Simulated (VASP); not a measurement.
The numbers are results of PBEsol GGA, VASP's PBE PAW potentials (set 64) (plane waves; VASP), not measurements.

Input for VASP

### KPOINTS
```
Automatic mesh
0
G
 8 8 8
0 0 0
```

### INCAR
```
# general
SYSTEM =AgCl
PREC   =Accurate
ENCUT  =400   # plane-wave cut-off (eV)
LREAL  =F   # projection in real space or not
LASPH  =T   # aspherical one-centre terms

# electronic loop
EDIFF  =1E-6   # SCF stop (eV)
NELM   =100   # most electronic steps
ALGO   =Normal
LMAXMIX=4

# smearing
ISMEAR =0
SIGMA  =0.05   # width (eV)

# functional
GGA    =PS   # PBEsol

# ions
IBRION =2
NSW    =60   # most ionic steps
ISIF   =3
EDIFFG =-0.01   # ionic stop

# output
LWAVE  =F
LCHARG =F
```

POSCAR:
```
AgCl
1.0
  0.0000000000   2.7750000000   2.7750000000
  2.7750000000   0.0000000000   2.7750000000
  2.7750000000   2.7750000000   0.0000000000
Ag Cl
1 1
Direct
  0.0000000000   0.0000000000   0.0000000000
  0.5000000000   0.5000000000   0.5000000000
```

POTCAR, in this order: Ag Cl (PBE.64 set). Program: vasp_std.

Output of the run:

### OSZICAR
```
       N       E                     dE             d eps       ncg     rms          rms(c)
DAV:   1     0.860744830686E+02    0.86074E+02   -0.77336E+03   810   0.101E+03
DAV:   2    -0.280938074906E+01   -0.88884E+02   -0.83399E+02   904   0.228E+02
DAV:   3    -0.617825936140E+01   -0.33689E+01   -0.33596E+01   874   0.470E+01
DAV:   4    -0.620478050060E+01   -0.26521E-01   -0.26519E-01   839   0.473E+00
DAV:   5    -0.620515761328E+01   -0.37711E-03   -0.37711E-03   884   0.554E-01    0.662E+00
DAV:   6    -0.604442749997E+01    0.16073E+00   -0.37842E-01   823   0.862E+00    0.434E+00
DAV:   7    -0.604207769877E+01    0.23498E-02   -0.76934E-02   754   0.220E+00    0.198E+00
DAV:   8    -0.604066868205E+01    0.14090E-02   -0.48241E-03   809   0.861E-01    0.326E-01
DAV:   9    -0.604062093257E+01    0.47749E-04   -0.57348E-04   864   0.361E-01    0.580E-02
DAV:  10    -0.604064999324E+01   -0.29061E-04   -0.63355E-05   809   0.736E-02    0.153E-02
DAV:  11    -0.604065417068E+01   -0.41774E-05   -0.33102E-06   789   0.178E-02    0.342E-03
DAV:  12    -0.604065410677E+01    0.63914E-07   -0.13813E-07   422   0.373E-03
   1 F= -.60406541E+01 E0= -.60406541E+01  d E =-.604065E+01
       N       E                     dE             d eps       ncg     rms          rms(c)
DAV:   1    -0.668872701981E+01   -0.64807E+00   -0.11144E+01   754   0.366E+01    0.540E+00
DAV:   2    -0.610009650456E+01    0.58863E+00   -0.18896E+00   754   0.156E+01    0.149E+00
DAV:   3    -0.606758747958E+01    0.32509E-01   -0.88112E-02   764   0.218E+00    0.954E-01
DAV:   4    -0.606513965741E+01    0.24478E-02   -0.44145E-03   819   0.481E-01    0.454E-01
DAV:   5    -0.606481129528E+01    0.32836E-03   -0.47672E-04   859   0.279E-01    0.911E-02
DAV:   6    -0.606483117939E+01   -0.19884E-04   -0.12532E-04   854   0.130E-01    0.299E-02
DAV:   7    -0.606482760248E+01    0.35769E-05   -0.81083E-06   754   0.233E-02    0.125E-02
DAV:   8    -0.606482890312E+01   -0.13006E-05   -0.10134E-06   517   0.104E-02    0.155E-03
DAV:   9    -0.606482894734E+01   -0.44216E-07   -0.19007E-07   377   0.460E-03
   2 F= -.60648289E+01 E0= -.60648289E+01  d E =-.241748E-01
```

File OUTCAR:
```
------------------------ aborting loop because EDIFF is reached ----------------------------------------
  FORCE on cell =-STRESS in cart. coord.  units (eV):
  Direction    XX          YY          ZZ          XY          YZ          ZX
  --------------------------------------------------------------------------------------
  Total       -0.0187897     -0.0187897     -0.0187897     -0.0000000      0.0000000      0.0000000
  in kB       -0.7463207     -0.7463207     -0.7463207     -0.0000000      0.0000000      0.0000000
  external PRESSURE =      -0.7463207 kB  Pullay stress =       0.0000000 kB
  volume of cell :       40.34
      direct lattice vectors                 reciprocal lattice vectors
     0.000000000  2.722023865  2.722023865    -0.183686854  0.183686854  0.183686854
     2.722023865  0.000000000  2.722023865     0.183686854 -0.183686854  0.183686854
     2.722023865  2.722023865  0.000000000     0.183686854  0.183686854 -0.183686854
  FREE ENERGIE OF THE ION-ELECTRON SYSTEM (eV)
  ---------------------------------------------------
  free  energy   TOTEN  =        -6.0648289473 eV

  energy  without entropy=       -6.0648289473  energy(sigma->0) =       -6.06482895

 reached required accuracy - stopping structural energy minimisation
```
(Selected blocks of OUTCAR.)

### CONTCAR
```
AgCl
   1.00000000000000
     0.0000000000000000    2.7220238648322073    2.7220238648322073
     2.7220238648322073    0.0000000000000000    2.7220238648322073
     2.7220238648322073    2.7220238648322073    0.0000000000000000
  Ag              Cl
     1     1
Direct
     0.0000000000000000    1.0000000000000000    0.0000000000000000
     0.5000000000000000    0.5000000000000000    0.5000000000000000
```

Energy and stress use the plane-wave basis of the starting cell.

The compound is AgCl in the rock salt structure. This run relaxes it. Symmetry was kept, so distortions that lower it aren't found.
